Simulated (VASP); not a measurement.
A convergence study with VASP on GaN (wurtzite): a few settings are varied, all else stays as given below, so the limit is that of these other settings.

```xyz
4
Lattice="1.5950 -2.7626 0.0000 1.5950 2.7626 0.0000 0.0000 0.0000 5.1900" Properties=species:S:1:pos:R:3 pbc="T T T"
Ga     1.5950    -0.9209     2.5950
Ga     1.5950     0.9209     0.0000
N      1.5950    -0.9209     4.5516
N      1.5950     0.9209     1.9566
```

Level of theory: PBE GGA, VASP's PBE PAW potentials (set 64) (plane waves; VASP). The last row used: 700 eV cut-off, 15×15×8 Γ-centred mesh, second-order Methfessel-Paxton smearing of 0.40 eV, potentials Ga_d N.

```
setting                                  E (eV/atom)  pressure (GPa)  irreducible k-points
---------------------------------------  -----------  --------------  --------------------
ISMEAR = -1, SIGMA = 0.01, 4×4×2 mesh        -6.0625            4.94                     8
ISMEAR = -1, SIGMA = 0.1, 4×4×2 mesh         -6.0625            4.94                     8
ISMEAR = 0, SIGMA = 0.01, 4×4×2 mesh         -6.0625            4.94                     8
ISMEAR = 0, SIGMA = 0.2, 4×4×2 mesh          -6.0625            4.94                     8
ISMEAR = 1, SIGMA = 0.05, 4×4×2 mesh         -6.0625            4.94                     8
ISMEAR = 1, SIGMA = 0.2, 4×4×2 mesh          -6.0623            4.94                     8
ISMEAR = 2, SIGMA = 0.05, 4×4×2 mesh         -6.0625            4.92                     8
ISMEAR = 2, SIGMA = 0.2, 4×4×2 mesh          -6.0623            4.94                     8
ISMEAR = -1, SIGMA = 0.01, 9×9×5 mesh        -6.0790            5.05                    36
ISMEAR = -1, SIGMA = 0.2, 9×9×5 mesh         -6.0789            5.06                    36
ISMEAR = 0, SIGMA = 0.01, 9×9×5 mesh         -6.0790            5.05                    36
ISMEAR = 0, SIGMA = 0.4, 9×9×5 mesh          -6.0790            5.05                    36
ISMEAR = 1, SIGMA = 0.05, 9×9×5 mesh         -6.0790            5.05                    36
ISMEAR = 1, SIGMA = 0.4, 9×9×5 mesh          -6.0789            5.03                    36
ISMEAR = 2, SIGMA = 0.05, 9×9×5 mesh         -6.0790            5.05                    36
ISMEAR = 2, SIGMA = 0.4, 9×9×5 mesh          -6.0789            5.05                    36
ISMEAR = -1, SIGMA = 0.05, 15×15×8 mesh      -6.0790            5.06                   135
ISMEAR = -1, SIGMA = 0.2, 15×15×8 mesh       -6.0790            5.07                   135
ISMEAR = 0, SIGMA = 0.1, 15×15×8 mesh        -6.0790            5.06                   135
ISMEAR = 0, SIGMA = 0.4, 15×15×8 mesh        -6.0790            5.06                   135
ISMEAR = 1, SIGMA = 0.1, 15×15×8 mesh        -6.0790            5.06                   135
ISMEAR = 1, SIGMA = 0.4, 15×15×8 mesh        -6.0790               …                   135
ISMEAR = 2, SIGMA = 0.1, 15×15×8 mesh        -6.0790            5.06                   135
ISMEAR = 2, SIGMA = 0.4, 15×15×8 mesh        -6.0789            5.06                   135
```

Q: Complete the blanks.

A: 
- ISMEAR = 1, SIGMA = 0.4, 15×15×8 mesh, pressure (GPa): 5.04

Left out are rungs that failed or repeat a setting and relaxations that didn't move; long series are thinned to 24 rows.

The compound is GaN in the wurtzite structure. The cell was not relaxed at this level.
